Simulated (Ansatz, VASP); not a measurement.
## LiY: VASP beside Ansatz

Wanted: the spread between two codes on one cell, functional and k mesh. The cell is generated by rule, not measured, and may not be a known phase. The cell is taken from a series of runs on this material, whose earlier steps may have relaxed, scaled, displaced or heated it; both programs get it as it stands.

Program: Ansatz 0.2.0. Level of theory: plane waves, with VASP 6.6.1 beside it; zone-centre phonons at PBE. Results are calculated unless marked as measured.

The structure was built from a prototype and need not be the compound's stable phase.

## (1) Starting point

The structure is cubic, space group Pm-3m (No. 221). The conventional cell has a = 3.724 Å, b = 3.724 Å, c = 3.724 Å, α = 90.00°, β = 90.00°, γ = 90.00°. Nearest to Y lie 8 Li at 3.22 Å. Li has 8 Y at 3.22 Å nearest. Farther neighbours are not listed.

As a file:

```xyz
2
Lattice="3.7237 0.0000 0.0000 0.0000 3.7237 0.0000 0.0000 0.0000 3.7237" Properties=species:S:1:pos:R:3 pbc="T T T"
Y     1.8619    1.8619    1.8619
Li    0.0000    0.0000    0.0000
```

## (2) VASP: zone-centre phonons, PBE

Second derivatives magnify differences that forces hide, and they need a tight electronic threshold.

Lines of VASP's logs that name or quote its potential files are left out, and so is its time.

File INCAR:

```
SYSTEM = LiY
PREC = Accurate
ENCUT = 750
EDIFF = 1E-08
NELM = 120
ISMEAR = 1
SIGMA = 0.2
LREAL = .FALSE.
ALGO = Normal
GGA = PE
NBANDS = 13
LASPH = .TRUE.
LORBIT = 11
LWAVE = .FALSE.
LCHARG = .FALSE.
ISIF = 2
IBRION = 8
GGA_COMPAT = .FALSE.
KPAR = 2
```

File POSCAR:

```
LiY
1.0
    3.7237003005      0.0000000000      0.0000000000
    0.0000000000      3.7237003005      0.0000000000
    0.0000000000      0.0000000000      3.7237003005
Y Li
1 1
Direct
    0.5000000000      0.5000000000      0.5000000000
    0.0000000000      0.0000000000      0.0000000000
```

File KPOINTS:

```
Automatic mesh
0
Gamma
12 12 12
0 0 0
```

Potentials, in the order of the species: Y_sv and Li_sv (PBE family, release 64).

Command:

```sh
> mpirun -np 2 vasp_std
```

Numbers of over 12 decimals in the logs are rounded to 6 here.

Log:

```text
[banner, memory and clock lines left out]
running    2 mpi-ranks, on    1 nodes
 distrk:  each k-point on    1 cores,    2 groups
 distr:  one band on    1 cores,    1 groups

 POSCAR found type information on POSCAR Y Li
 POSCAR found :  2 types and       2 ions
 LDA part: xc-table for (Slater+PW92), standard interpolation
 POSCAR, INCAR and KPOINTS ok, starting setup
 FFT: planning ... GRIDC
 FFT: planning ... GRID_SOFT
 FFT: planning ... GRID
 WAVECAR not read
 entering main loop
       N       E                     dE             d eps       ncg     rms          rms(c)
DAV:   1     0.500154985808E+02    0.50015E+02   -0.76214E+03  2184   0.131E+03
DAV:   2    -0.452510028770E+01   -0.54541E+02   -0.52831E+02  2744   0.239E+02
DAV:   3    -0.859141747323E+01   -0.40663E+01   -0.40074E+01  3670   0.420E+01
DAV:   4    -0.878604489542E+01   -0.19463E+00   -0.19414E+00  2832   0.874E+00
DAV:   5    -0.879146468363E+01   -0.54198E-02   -0.54188E-02  3263   0.125E+00    0.213E+01
DAV:   6    -0.818957381905E+01    0.60189E+00   -0.73060E-01  2497   0.450E+00    0.141E+01
DAV:   7    -0.810553944431E+01    0.84034E-01   -0.11241E+00  2947   0.511E+00    0.175E+00
DAV:   8    -0.808703248897E+01    0.18507E-01   -0.32304E-01  2429   0.342E+00    0.106E+00
DAV:   9    -0.807959471434E+01    0.74378E-02   -0.51892E-02  2479   0.136E+00    0.616E-01
DAV:  10    -0.807831823414E+01    0.12765E-02   -0.44839E-03  2673   0.479E-01    0.114E-01
DAV:  11    -0.807834010349E+01   -0.21869E-04   -0.42301E-04  3172   0.146E-01    0.285E-02
DAV:  12    -0.807833705203E+01    0.30515E-05   -0.31747E-05  2618   0.493E-02    0.225E-02
DAV:  13    -0.807833716652E+01   -0.11449E-06   -0.62393E-06  2785   0.210E-02    0.287E-03
DAV:  14    -0.807833721970E+01   -0.53177E-07   -0.14395E-07  3211   0.315E-03    0.183E-03
DAV:  15    -0.807833699563E+01    0.22406E-06   -0.46217E-08  3128   0.143E-03    0.262E-03
DAV:  16    -0.807833699274E+01    0.28945E-08   -0.11105E-08  2163   0.870E-04
   1 F= -.80783370E+01 E0= -.80783616E+01  d E =0.738311E-04
 Linear response reoptimize wavefunctions to high precision
DAV:   1    -0.807833700716E+01   -0.14422E-07   -0.13431E-09  2480   0.230E-04
DAV:   2    -0.807833700717E+01   -0.90949E-11   -0.16262E-10  1577   0.826E-05
 Linear response DOF=           2
 Linear response progress:
  Degree of freedom:   1/  2
       N       E                     dE             d eps       ncg     rms          rms(c)
RMM:   1    -0.280708823559E+00   -0.28071E+00    0.37907E+00  5755   0.104E+01
RMM:   2    -0.272234237004E+00    0.84746E-02   -0.16483E-01  8333   0.192E+00    0.145E-01
RMM:   3    -0.273829437574E+00   -0.15952E-02   -0.16610E-02  9933   0.614E-01    0.690E-02
RMM:   4    -0.274529595316E+00   -0.70016E-03   -0.23796E-03 11704   0.217E-01    0.371E-02
RMM:   5    -0.274652592581E+00   -0.12300E-03   -0.43361E-04 11825   0.939E-02    0.134E-02
RMM:   6    -0.274587854022E+00    0.64739E-04   -0.93546E-05 12482   0.405E-02    0.585E-03
RMM:   7    -0.274483265580E+00    0.10459E-03   -0.30839E-05 11794   0.204E-02    0.108E-03
RMM:   8    -0.274479988766E+00    0.32768E-05   -0.18910E-05 12651   0.114E-02    0.627E-04
RMM:   9    -0.274477354446E+00    0.26343E-05   -0.30441E-05 12861   0.691E-03    0.512E-04
RMM:  10    -0.274476985342E+00    0.36910E-06   -0.52081E-05 12999   0.450E-03    0.472E-04
RMM:  11    -0.274478700473E+00   -0.17151E-05   -0.52113E-05 12314   0.312E-03    0.114E-04
RMM:  12    -0.274479875452E+00   -0.11750E-05   -0.36614E-05 12845   0.220E-03    0.115E-04
RMM:  13    -0.274480561900E+00   -0.68645E-06   -0.26563E-05 12331   0.169E-03    0.649E-05
RMM:  14    -0.274480688105E+00   -0.12620E-06   -0.19835E-05 12451   0.131E-03    0.498E-05
RMM:  15    -0.274481186565E+00   -0.49846E-06   -0.14930E-05 12818   0.105E-03    0.430E-05
RMM:  16    -0.274481171237E+00    0.15329E-07   -0.11704E-05 13058   0.869E-04    0.786E-05
RMM:  17    -0.274481112599E+00    0.58637E-07   -0.49645E-06 12935   0.734E-04    0.113E-04
RMM:  18    -0.274481298279E+00   -0.18568E-06   -0.47401E-06 12280   0.629E-04    0.104E-04
RMM:  19    -0.274481213923E+00    0.84356E-07   -0.38146E-06 12164   0.542E-04    0.135E-04
RMM:  20    -0.274481377873E+00   -0.16395E-06   -0.30269E-06 12007   0.478E-04    0.129E-04
RMM:  21    -0.274481418968E+00   -0.41095E-07   -0.24346E-06 12577   0.416E-04    0.138E-04
RMM:  22    -0.274481453584E+00   -0.34616E-07   -0.21750E-06 12640   0.368E-04    0.147E-04
 first order change of Fermi-energy  -0.32787E-03
 force on displaced ion       1 direction 1 :  -2.473   0.000  -0.000
 Linear response progress:
  Degree of freedom:   2/  2
       N       E                     dE             d eps       ncg     rms          rms(c)
RMM:   1    -0.198083463661E+00   -0.19808E+00    0.31835E+00  6992   0.144E+01
RMM:   2    -0.203420416580E+00   -0.53370E-02   -0.22271E-02  9811   0.783E-01    0.550E-02
RMM:   3    -0.203845167230E+00   -0.42475E-03   -0.35735E-03 10673   0.285E-01    0.288E-02
RMM:   4    -0.203935302580E+00   -0.90135E-04   -0.49038E-04 11601   0.107E-01    0.108E-02
RMM:   5    -0.203973637918E+00   -0.38335E-04   -0.76119E-05 11880   0.290E-02    0.307E-03
RMM:   6    -0.203988945637E+00   -0.15308E-04   -0.47074E-05 12002   0.154E-02    0.860E-04
RMM:   7    -0.203995184830E+00   -0.62392E-05   -0.38207E-05 12152   0.978E-03    0.379E-04
RMM:   8    -0.204000882048E+00   -0.56972E-05   -0.35849E-05 12200   0.763E-03    0.174E-04
RMM:   9    -0.204004418370E+00   -0.35363E-05   -0.30005E-05 12178   0.656E-03    0.105E-04
RMM:  10    -0.204005644358E+00   -0.12260E-05   -0.27708E-05 12352   0.582E-03    0.465E-05
RMM:  11    -0.204005582892E+00    0.61466E-07   -0.24600E-05 12435   0.528E-03    0.896E-05
RMM:  12    -0.204006310968E+00   -0.72808E-06   -0.22316E-05 11998   0.491E-03    0.870E-05
RMM:  13    -0.204006658388E+00   -0.34742E-06   -0.20232E-05 12228   0.460E-03    0.101E-04
RMM:  14    -0.204006911035E+00   -0.25265E-06   -0.18629E-05 12733   0.433E-03    0.116E-04
RMM:  15    -0.204006854613E+00    0.56422E-07   -0.17493E-05 12221   0.411E-03    0.131E-04
RMM:  16    -0.204007118251E+00   -0.26364E-06   -0.16000E-05 12104   0.389E-03    0.138E-04
RMM:  17    -0.204007189805E+00   -0.71555E-07   -0.14527E-05 12055   0.370E-03    0.150E-04
RMM:  18    -0.204007339518E+00   -0.14971E-06   -0.14012E-05 11817   0.353E-03    0.162E-04
RMM:  19    -0.204007474274E+00   -0.13476E-06   -0.13073E-05 11459   0.337E-03    0.166E-04
 first order change of Fermi-energy   0.42718E-04
 force on displaced ion       2 direction 1 :  -2.481   0.000  -0.000
 Linear response finished
```

Parts of OUTCAR (step 2):

```text
ion  position               nearest neighbor table
   1  0.500  0.500  0.500-   2 3.22   2 3.22   2 3.22   2 3.22   2 3.22   2 3.22   2 3.22   2 3.22

  LATTYP: Found a simple cubic cell.
 ALAT       =     3.7237003005

 Subroutine GETGRP returns: Found 48 space group operations
 (whereof 48 operations were pure point group operations)

The static configuration has the point symmetry O_h .

 Found     84 irreducible k-points:

   k-points           NKPTS =     84   k-points in BZ     NKDIM =     84   number of bands    NBANDS=     13

   dimension x,y,z NGX =    36 NGY =   36 NGZ =   36
   dimension x,y,z NGXF=    72 NGYF=   72 NGZF=   72

   ENCUT  =  750.0 eV  55.12 Ry    7.42 a.u.   8.31  8.31  8.31*2*pi/ulx,y,z

   NELECT =      14.0000    total number of electrons

 k-points in reciprocal lattice and weights: Automatic mesh
   0.00000000  0.00000000  0.00000000       0.001
   0.08333333  0.00000000  0.00000000       0.003
   0.16666667  0.00000000  0.00000000       0.003
   0.25000000  0.00000000  0.00000000       0.003
   0.33333333  0.00000000  0.00000000       0.003
   0.41666667  0.00000000  0.00000000       0.003
   0.50000000  0.00000000  0.00000000       0.002
   0.08333333  0.08333333  0.00000000       0.007
   0.16666667  0.08333333  0.00000000       0.014
[...]
0.50000000  0.50000000  0.41666667       0.003
   0.50000000  0.50000000  0.50000000       0.001

 average (electrostatic) potential at core
       1 -39.0822       2 -62.3688

  Total       -0.0389715     -0.0389715     -0.0389715      0.0000000      0.0000000     -0.0000000
  in kB       -1.2092977     -1.2092977     -1.2092977      0.0000000      0.0000000     -0.0000000
  external PRESSURE =      -1.2092977 kB  Pullay stress =       0.0000000 kB

  energy-cutoff  :      750.00
  volume of cell :       51.63
      direct lattice vectors                 reciprocal lattice vectors
     3.723700301  0.000000000  0.000000000     0.268550076  0.000000000  0.000000000
     0.000000000  3.723700301  0.000000000     0.000000000  0.268550076  0.000000000
     0.000000000  0.000000000  3.723700301     0.000000000  0.000000000  0.268550076

 POSITION                                       TOTAL-FORCE (eV/Angst)
 -----------------------------------------------------------------------------------
      1.86185      1.86185      1.86185         0.000000      0.000000      0.000000
      0.00000      0.00000      0.00000         0.000000      0.000000      0.000000
 -----------------------------------------------------------------------------------
    total drift:                                0.000000      0.000000      0.000000

 Eigenvectors and eigenvalues of the dynamical matrix
 ----------------------------------------------------

   1 f  =    9.658294 THz    60.684849 2PiTHz  322.165999 cm-1    39.943475 meV
             X         Y         Z           dx          dy          dz
      1.861850  1.861850  1.861850    -0.246118    0.110901   -0.000000
      0.000000  0.000000  0.000000     0.877868   -0.395568    0.000000

   2 f  =    9.658294 THz    60.684849 2PiTHz  322.165999 cm-1    39.943475 meV
             X         Y         Z           dx          dy          dz
      1.861850  1.861850  1.861850    -0.110901   -0.246118    0.000000
      0.000000  0.000000  0.000000     0.395568    0.877868    0.000000

   3 f  =    9.658294 THz    60.684849 2PiTHz  322.165999 cm-1    39.943475 meV
             X         Y         Z           dx          dy          dz
      1.861850  1.861850  1.861850    -0.000000   -0.000000   -0.269950
      0.000000  0.000000  0.000000     0.000000    0.000000    0.962874

   4 f/i=    0.003935 THz     0.024722 2PiTHz    0.131246 cm-1     0.016272 meV
             X         Y         Z           dx          dy          dz
      1.861850  1.861850  1.861850     0.011247   -0.533358    0.801580
      0.000000  0.000000  0.000000     0.003153   -0.149531    0.224729

   5 f/i=    0.003935 THz     0.024722 2PiTHz    0.131246 cm-1     0.016272 meV
             X         Y         Z           dx          dy          dz
      1.861850  1.861850  1.861850     0.916583   -0.239476   -0.172205
      0.000000  0.000000  0.000000     0.256971   -0.067139   -0.048279

   6 f/i=    0.003935 THz     0.024722 2PiTHz    0.131246 cm-1     0.016272 meV
             X         Y         Z           dx          dy          dz
      1.861850  1.861850  1.861850     0.294749    0.765054    0.504919
      0.000000  0.000000  0.000000     0.082635    0.214489    0.141558

 ELASTIC MODULI CONTR FROM IONIC RELAXATION (kBar)
 Direction    XX          YY          ZZ          XY          YZ          ZX
 --------------------------------------------------------------------------------
 XX           0.0000      0.0000      0.0000      0.0000      0.0000      0.0000
 YY           0.0000      0.0000      0.0000      0.0000      0.0000      0.0000
 ZZ           0.0000      0.0000      0.0000      0.0000      0.0000      0.0000
 XY           0.0000      0.0000      0.0000      0.0000      0.0000      0.0000
 YZ           0.0000      0.0000      0.0000      0.0000      0.0000      0.0000
 ZX           0.0000      0.0000      0.0000      0.0000      0.0000      0.0000
 --------------------------------------------------------------------------------
```

[end of part 1 of 2]

[Lines on the potential files, build, host, timing and source positions are cut from VASP's logs without a mark.]

[Logs are printed without paths, hosts, clocks, repeated set-up lines and the standing remarks that a program may print on its own settings, such as how far it seeks lower states.]

[Hosts, paths, dates, database ids (printed as entryN), source tags and the programs' standing remarks are cut or masked in the printed files.]
